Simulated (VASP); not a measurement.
Here is the system:

```yaml
crystal:
  lattice:
    - [2.80192, 0.00000, 0.00000]
    - [0.00000, 2.80192, 0.00000]
    - [0.00000, 0.00000, 2.80192]
  atoms:
    - { symbol: Al, position: [0.50000, 0.50000, 0.50000] }
    - { symbol: Co, position: [0.00000, 0.00000, 0.00000] }
```

All values below come from TPSS meta-GGA, VASP's PBE PAW potentials (set 64) (plane waves; VASP). Settings: 520 eV cut-off, 13×13×13 Γ-centred mesh, first-order Methfessel-Paxton smearing of 0.10 eV, potentials Al Co.

**Question.** Give the stress tensor in GPa (positive for a compressed cell).

**Answer.** 
```
6.22  0.00  0.00
0.00  6.22  0.00
0.00  0.00  6.22
```
The pressure is its mean diagonal, 6.22 GPa.

The compound is CoAl in the CsCl type structure. This cell is one point of a volume scan, at 0.97 of the reference volume. The run is not spin-polarised, so no magnetic state was tried.
